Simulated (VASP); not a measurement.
Crystal: Sb.

```
Sb
1.0
     2.15060    1.24165    3.74400
    -2.15060    1.24165    3.74400
     0.00000   -2.48330    3.74400
Sb
2
Cartesian
  0.0000 0.0000 2.6242
  0.0000 0.0000 8.6078
```

* Program: VASP 6.6.1
* Task: relaxation of cell and atoms
* Functional: PBEsol
* Potentials or basis: VASP PAW PBE potentials, release 64 (Sb)
* Cutoff: 580 eV
* k mesh: 12 × 12 × 12
* Occupations: gaussian, width 0.1 eV
* Spin: no spin polarisation

At the start: pressure 0.6 GPa; volume 29.99 Å³/atom.

Where does the relaxation end?

Over 9 steps the energy falls by 3.6 meV/atom and the volume is 29.82 Å³/atom (-0.6 %); space group R-3m (No. 166, to 0.05 Å).

Step by step:
```
step  energy change (eV)  largest force (eV/Å)  pressure (GPa)  volume (Å³)
   1              0.0000                0.2184            0.59        59.99
   2             -0.0029                0.0385           -0.67        60.95
   3             -0.0033                0.0814           -0.36        60.70
   4             -0.0052                0.0552           -0.24        60.37
   5             -0.0070                0.0033            0.10        59.56
   6             -0.0070                0.0010            0.09        59.59
   7             -0.0071                0.0165           -0.09        59.72
   8             -0.0071                0.0116           -0.03        59.68
   9             -0.0071                0.0016            0.01        59.64
```

Final structure:
```
Sb
1.0
     2.16297    1.24879    3.68007
    -2.16297    1.24879    3.68007
     0.00000   -2.49758    3.68007
Sb
2
Direct
  0.23624 0.23624 0.23624
  0.76376 0.76376 0.76376
```

Caveat: the PAW data sets were made with another functional, which shifts forces and pressure a little.
